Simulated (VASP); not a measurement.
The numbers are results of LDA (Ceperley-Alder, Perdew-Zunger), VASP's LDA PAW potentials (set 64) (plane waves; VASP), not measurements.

VASP ran on this input.

POSCAR:
```
MnS
6.4641320
  0.8164966309   0.4082483155   0.4082483155
  0.4082483155   0.8164966309   0.4082483155
  0.4082483155   0.4082483155   0.8164966309
Mn S
2 2
Cartesian
  0.0000000000   0.0000000000   0.0000000000
  0.8164966309   0.8164966309   0.8164966309
  0.4082483155   0.4082483155   0.4082483155
  1.2247449464   1.2247449464   1.2247449464
```

INCAR:
```
LASPH=.True.   # aspherical one-centre terms
SYSTEM=MnS
ISIF=2   # forces and stress, cell fixed
LWAVE=.False.
SIGMA=0.01
PREC=Accurate
LREAL=.False.
ISMEAR=-1   # Fermi-Dirac
LORBIT=11   # lm-projected
LCHARG=.False.
LMAXMIX=4   # l cut-off of mixed one-centre charges
EDIFF=1E-6
ALGO=Normal   # blocked Davidson
NELM=100
ENCUT=300   # plane-wave cut-off (eV)
ISPIN=2   # spin-polarised
MAGMOM=5.0 -5.0 2*0.0
```

### KPOINTS
```
Automatic mesh
0
gamma
 5 5 5
```

POTCAR, in this order: Mn_pv S (LDA.64 set). Program: vasp_std.

What VASP printed:

**OSZICAR**
```
       N       E                     dE             d eps       ncg     rms          rms(c)
DAV:   1     0.276284379402E+03    0.27628E+03   -0.16548E+04  2044   0.122E+03
DAV:   2    -0.654257243024E+01   -0.28283E+03   -0.27860E+03  1804   0.382E+02
DAV:   3    -0.317355912042E+02   -0.25193E+02   -0.24755E+02  2476   0.109E+02
DAV:   4    -0.323273512216E+02   -0.59176E+00   -0.59129E+00  2108   0.164E+01
DAV:   5    -0.323385808731E+02   -0.11230E-01   -0.11228E-01  2208   0.260E+00    0.151E+01
DAV:   6    -0.298901539094E+02    0.24484E+01   -0.23457E+01  2358   0.428E+01    0.132E+01
DAV:   7    -0.299759009893E+02   -0.85747E-01   -0.20754E+00  2178   0.156E+01    0.744E+00
DAV:   8    -0.299678888338E+02    0.80122E-02   -0.23663E-01  2368   0.401E+00    0.359E+00
DAV:   9    -0.299505516857E+02    0.17337E-01   -0.51169E-02  2343   0.214E+00    0.421E-01
DAV:  10    -0.299524329516E+02   -0.18813E-02   -0.54666E-03  2065   0.664E-01    0.249E-01
DAV:  11    -0.299525751103E+02   -0.14216E-03   -0.43799E-04  2161   0.130E-01    0.142E-01
DAV:  12    -0.299526222638E+02   -0.47153E-04   -0.79275E-05  2109   0.607E-02    0.888E-02
DAV:  13    -0.299526282068E+02   -0.59430E-05   -0.12529E-05  2099   0.285E-02    0.155E-02
DAV:  14    -0.299526261331E+02    0.20736E-05   -0.15251E-05  2280   0.230E-02    0.838E-03
DAV:  15    -0.299526270670E+02   -0.93385E-06   -0.15250E-06  1077   0.161E-02
   1 F= -.29952627E+02 E0= -.29952627E+02  d E =-.443057E-13  mag=     0.0000
```

**OUTCAR**
```
------------------------ aborting loop because EDIFF is reached ----------------------------------------
  FORCE on cell =-STRESS in cart. coord.  units (eV):
  Direction    XX          YY          ZZ          XY          YZ          ZX
  --------------------------------------------------------------------------------------
  Total       -6.0474837     -6.0474837     -6.0474837     -0.0888472     -0.0888472     -0.0888472
  in kB     -131.8018317   -131.8018317   -131.8018317     -1.9363795     -1.9363795     -1.9363795
  external PRESSURE =    -131.8018317 kB  Pullay stress =       0.0000000 kB
  volume of cell :       73.51
      direct lattice vectors                 reciprocal lattice vectors
     5.277942000  2.638971000  2.638971000     0.284201683 -0.094733894 -0.094733894
     2.638971000  5.277942000  2.638971000    -0.094733894  0.284201683 -0.094733894
     2.638971000  2.638971000  5.277942000    -0.094733894 -0.094733894  0.284201683
 POSITION                                       TOTAL-FORCE (eV/Angst)
 -----------------------------------------------------------------------------------
      0.00000      0.00000      0.00000         0.000000      0.000000      0.000000
      5.27794      5.27794      5.27794         0.000000      0.000000      0.000000
      2.63897      2.63897      2.63897        -0.000000     -0.000000      0.000000
      7.91691      7.91691      7.91691         0.000000      0.000000     -0.000000
 -----------------------------------------------------------------------------------
    total drift:                                0.000000     -0.000000     -0.000000
  FREE ENERGIE OF THE ION-ELECTRON SYSTEM (eV)
  ---------------------------------------------------
  free  energy   TOTEN  =       -29.9526270670 eV

  energy  without entropy=      -29.9526270670  energy(sigma->0) =      -29.95262707

 total charge

# of ion       s       p       d       tot
------------------------------------------
    1        0.212   6.148   4.951  11.312
    2        0.212   6.148   4.951  11.312
    3        1.327   2.364   0.000   3.691
    4        1.327   2.364   0.000   3.691
--------------------------------------------------
tot          3.078  17.023   9.903  30.004

 magnetization (x)

# of ion       s       p       d       tot
------------------------------------------
    1        0.013   0.010   4.117   4.140
    2       -0.013  -0.010  -4.117  -4.140
    3        0.000   0.000   0.000   0.000
    4        0.000   0.000   0.000   0.000
--------------------------------------------------
tot          0.000   0.000   0.000   0.000
```
(Selected blocks of OUTCAR.)

At this cut-off the stress carries a Pulay error, which pulls relaxed volumes low.

The structure is a typed MnS crystal. The cell was not relaxed at this level. The run is one of a series of settings (GGA removed, POTCAR Mn_pv S (LDA.64 set) against the base run), some of them coarse on purpose.
